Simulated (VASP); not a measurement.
Here is the system:

```yaml
crystal:
  lattice:
    - [3.21792, 0.00000, 0.00000]
    - [0.00000, 3.21792, 0.00000]
    - [0.00000, 0.00000, 3.21792]
  atoms:
    - { symbol: In, position: [0.50000, 0.50000, 0.50000] }
    - { symbol: Pd, position: [0.00000, 0.00000, 0.00000] }
```

Calculation: LDA (Ceperley-Alder, Perdew-Zunger) with spin-orbit coupling, VASP's LDA PAW potentials (set 64) (plane waves; VASP). Numerical set-up: 400 eV cut-off, 10×10×10 Γ-centred mesh, Gaussian smearing of 0.050 eV, potentials In_d Pd.

Problem. Estimate the energy per atom (σ→0), band gap (over mesh and band path) with the smallest direct gap where there is one.

Solution. 
```
Quantity                                                              Result
----------------------------------  ----------------------------------------
band gap (over mesh and band path)  none (metal, semimetal or under 0.01 eV)
energy per atom (σ→0)                                         -5.433 eV/atom
```

The compound is PdIn in the CsCl type structure. It was relaxed first.
